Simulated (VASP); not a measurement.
## GePt (relaxed from the CsCl structure, space group Pm-3m): computed properties

The numbers are results of r2SCAN meta-GGA, VASP's PBE PAW potentials (set 64) (plane waves; VASP), not measurements.

```json
{
 "space_group": "Pm-3m (221)",
 "cell": "a = b = c = 3.1518 Å, α = β = γ = 90.00°",
 "volume_per_atom": "15.65 Å³/atom",
 "band gap (over mesh and band path)": "none (metal, semimetal or under 0.01 eV)",
 "density": "14.20 g/cm³"
}
```

```xyz
2
Lattice="3.1518 0.0000 0.0000 0.0000 3.1518 0.0000 0.0000 0.0000 3.1518" Properties=species:S:1:pos:R:3 pbc="T T T"
Pt     0.0000     0.0000     0.0000
Ge     1.5759     1.5759     1.5759
```

Unless said otherwise, spin-orbit coupling is left out, though it shifts the bands of the heavy elements here.

The structure was generated: GePt was put into the CsCl type (Pm-3m), which need not be its known phase. It was relaxed first. Symmetry was kept, so distortions that lower it aren't found.
